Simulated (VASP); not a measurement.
# NbTe (P-6m2) in VASP: a series of runs

One crystal, NbTe, is run at these levels: r2SCAN, LDA; tasks: equation of state.

Program: VASP 6.6.1. These are calculated values, not measurements. Logs are shortened: lines on timing, memory, paths and dates and some standing lists are left out, and cuts for length are marked.

**1. The structure**

The structure is hexagonal, space group P-6m2 (No. 187). Conventional cell: a = 3.703 Å, b = 3.703 Å, c = 3.694 Å, α = 90.00°, β = 90.00°, γ = 120.00°. Te (site symmetry -6m2) has 6 Nb at 2.83 Å as nearest neighbours. Around Nb (site symmetry -6m2) lie 6 Te at 2.83 Å.

The cell comes from a database or a generator and needn't be the stable form of this composition.

**2. Equation of state, r2SCAN**

Potentials or basis: VASP PAW PBE potentials, release 64 (Te, Nb_sv).

No new run: the results of the series are fitted here.

Results:

```yaml
Equilibrium_volume: 21.65 Å³/atom
Bulk_modulus_at_fixed_shape_and_positions: 128 GPa
Pressure_derivative_of_the_bulk_modulus: 4.6
```

Energy against volume, from the lowest point:
```
volume (Å³/atom)  energy (meV/atom)
          20.618              21.19
          21.057               6.46
          21.496               0.00
          21.934               0.94
          22.373               8.49
          22.812              21.94
          23.250              40.64
```

Caveat: the cell was scaled at fixed shape and fractional positions, which overstates the stiffness of a crystal with free parameters, most of all of layers and chains; the PAW data sets were made with another functional, which shifts forces and pressure a little.

**3. Equation of state, LDA, 19.77 Å³/atom (a relaxed cell with its volume scaled by 0.96)**

INCAR

```
PREC = Accurate ; ENCUT = 520
EDIFF = 1E-7 ; ISMEAR = -1
SIGMA = 0.05 ; LREAL = F
LASPH = T ; NELM = 60
ALGO = Normal ; ISIF = 2
LWAVE = F ; LCHARG = F
GGA = CA
```

KPOINTS

```
Automatic mesh
0
Gamma
  8 8 6
```

POSCAR

```
NbTe                                    
1.0
    3.5622663786     -0.0000000000      0.0000000000
   -1.7811331893      3.0850131789     -0.0000000000
   -0.0000000000     -0.0000000000      3.5974639609
  Te              Nb            
     1     1
Direct
     0.6666666667000030    0.3333333332999970    0.0000000000000000
     0.0000000000000000    1.0000000000000000    0.5000000000000000
```

Potentials or basis: VASP PAW LDA potentials, release 64 (Te, Nb_sv).

Command:

```sh
cat potpaw_LDA.64/Te/POTCAR potpaw_LDA.64/Nb_sv/POTCAR > POTCAR
mpirun -np 1 vasp_std > vasp.out
```

It took 17 s on 1 thread of Intel Xeon Platinum 8259CL at 2.50GHz (Skylake/Cascade Lake), shared host; peak memory 0.15 GiB.

The run converged. Its results:

```
Free energy            : -15.4980 eV
Pressure               : 6.4 GPa
Band gap on the k mesh : none (metal or under the smearing width)
```

**4. Equation of state, LDA, 20.18 Å³/atom (a relaxed cell with its volume scaled by 0.98)**

INCAR is that of step 3.

KPOINTS is that of step 3.

POSCAR

```
NbTe                                    
1.0
    3.5868345093     -0.0000000000      0.0000000000
   -1.7934172546      3.1062898042     -0.0000000000
   -0.0000000000     -0.0000000000      3.6222748412
  Te              Nb            
     1     1
Direct
     0.6666666667000030    0.3333333332999970    0.0000000000000000
     0.0000000000000000    1.0000000000000000    0.5000000000000000
```

Command:

```sh
cat potpaw_LDA.64/Te/POTCAR potpaw_LDA.64/Nb_sv/POTCAR > POTCAR
mpirun -np 1 vasp_std > vasp.out
```

It took 17 s on 1 thread of Intel Xeon Platinum 8259CL at 2.50GHz (Skylake/Cascade Lake), shared host; peak memory 0.15 GiB.

Results (log left out):

```yaml
Free_energy: -15.5223 eV
Pressure: 3.0 GPa
Band_gap_on_the_k_mesh: none (metal or under the smearing width)
```

**5. Equation of state, LDA, 20.59 Å³/atom**

INCAR is that of step 4.

KPOINTS is that of step 4.

POSCAR

```
NbTe                                    
1.0
    3.6110706127     -0.0000000000      0.0000000000
   -1.8055353064      3.1272788855     -0.0000000000
   -0.0000000000     -0.0000000000      3.6467504136
  Te              Nb            
     1     1
Direct
     0.6666666667000030    0.3333333332999970    0.0000000000000000
     0.0000000000000000    1.0000000000000000    0.5000000000000000
```

Command:

```sh
cat potpaw_LDA.64/Te/POTCAR potpaw_LDA.64/Nb_sv/POTCAR > POTCAR
mpirun -np 1 vasp_std > vasp.out
```

It took 17 s on 1 thread of Intel Xeon Platinum 8259CL at 2.50GHz (Skylake/Cascade Lake), shared host; peak memory 0.15 GiB.

The run converged. Its results:

| Quantity | Value |
| --- | --- |
| Free energy | -15.5301 eV |
| Pressure | 0.0 GPa |
| Band gap on the k mesh | none (metal or under the smearing width) |

**6. Equation of state, LDA, 21.00 Å³/atom (a relaxed cell with its volume scaled by 1.02)**

INCAR is that of step 5.

KPOINTS is that of step 5.

POSCAR

```
NbTe                                    
1.0
    3.6349856846     -0.0000000000      0.0000000000
   -1.8174928423      3.1479899453     -0.0000000000
   -0.0000000000     -0.0000000000      3.6709017825
  Te              Nb            
     1     1
Direct
     0.6666666667000030    0.3333333332999970    0.0000000000000000
     0.0000000000000000    1.0000000000000000    0.5000000000000000
```

Potentials or basis: VASP PAW LDA potentials, release 64 (Te, Nb_sv).

Command:

```sh
cat potpaw_LDA.64/Te/POTCAR potpaw_LDA.64/Nb_sv/POTCAR > POTCAR
mpirun -np 1 vasp_std > vasp.out
```

It took 18 s on 1 thread of Intel Xeon Platinum 8259CL at 2.50GHz (Skylake/Cascade Lake), shared host; peak memory 0.16 GiB.

Results (log left out):

| Item | Value |
| --- | --- |
| Free energy | -15.5232 eV |
| Pressure | -2.7 GPa |
| Band gap on the k mesh | none (metal or under the smearing width) |

**7. Equation of state, LDA, 21.41 Å³/atom (a relaxed cell with its volume scaled by 1.04)**

INCAR is that of step 6.

KPOINTS is that of step 6.

POSCAR

```
NbTe                                    
1.0
    3.6585901492     -0.0000000000      0.0000000000
   -1.8292950746      3.1684320112     -0.0000000000
   -0.0000000000     -0.0000000000      3.6947394750
  Te              Nb            
     1     1
Direct
     0.6666666667000030    0.3333333332999970    0.0000000000000000
     0.0000000000000000    1.0000000000000000    0.5000000000000000
```

Command:

```sh
cat potpaw_LDA.64/Te/POTCAR potpaw_LDA.64/Nb_sv/POTCAR > POTCAR
mpirun -np 1 vasp_std > vasp.out
```

It took 19 s on 1 thread of Intel Xeon Platinum 8259CL at 2.50GHz (Skylake/Cascade Lake), shared host; peak memory 0.16 GiB.

The run converged. Its results:

| Quantity | Value |
| --- | --- |
| Free energy | -15.5032 eV |
| Pressure | -5.1 GPa |
| Band gap on the k mesh | none (metal or under the smearing width) |

**8. Equation of state, LDA**

This run uses another cell than the first one, of 20.59 Å³/atom, 0.939 times its volume.

This step only gathers the single runs of the series.

What came out:

```yaml
Equilibrium_volume: 20.60 Å³/atom
Bulk_modulus_at_fixed_shape_and_positions: 143 GPa
Pressure_derivative_of_the_bulk_modulus: "4.6 (rough: it moves with the points fitted)"
```

Energy against volume, from the lowest point:
```tsv
volume (Å³/atom)	energy (meV/atom)
19.767	16.07
20.179	3.92
20.591	0.00
21.003	3.45
21.415	13.48
```

Caveat: the cell was scaled at fixed shape and fractional positions, which overstates the stiffness of a crystal with free parameters, most of all of layers and chains. The run has no spin-orbit coupling, so splittings on Te are missing.

**9. For comparison**

An earlier run on the cell as given: functional PBE; potentials or basis VASP PAW PBE potentials, release 64 (Te, Nb_sv); cutoff 520 eV; k mesh 8 × 8 × 7; occupations fermi-dirac, width 0.05 eV; no spin polarisation.

* Pressure: -0.8 GPa
* Band gap on the k mesh: none (metal or under the smearing width)

**10. Summary**

| task | level | potentials or basis | cell | k mesh | ladder | V0 of scaled cells (Å³/atom) | B0 (GPa) |
| --- | --- | --- | --- | --- | --- | --- | --- |
| equation of state | r2SCAN | VASP PAW PBE potentials, release 64 (Te, Nb_sv) | P-6m2, 21.93 Å³/atom | 8 × 8 × 7 | - | 21.65 | 128 |
| equation of state | LDA | VASP PAW LDA potentials, release 64 (Te, Nb_sv) | P-6m2, 20.59 Å³/atom | 8 × 8 × 6 | gaps | 20.60 | 143 |
| single point | PBE | VASP PAW PBE potentials, release 64 (Te, Nb_sv) | P-6m2, 21.93 Å³/atom | 8 × 8 × 7 | - | - | - |

Alike in all rows: no spin polarisation; cutoff (eV) 520; smearing fermi-dirac 0.05 eV.

Caveats: the cell was scaled at fixed shape and fractional positions, which overstates the stiffness of a crystal with free parameters, most of all of layers and chains (some runs); the PAW data sets were made with another functional, which shifts forces and pressure a little (some runs).

Total energies depend on the potentials used, so only differences within one code and one set of settings carry meaning.
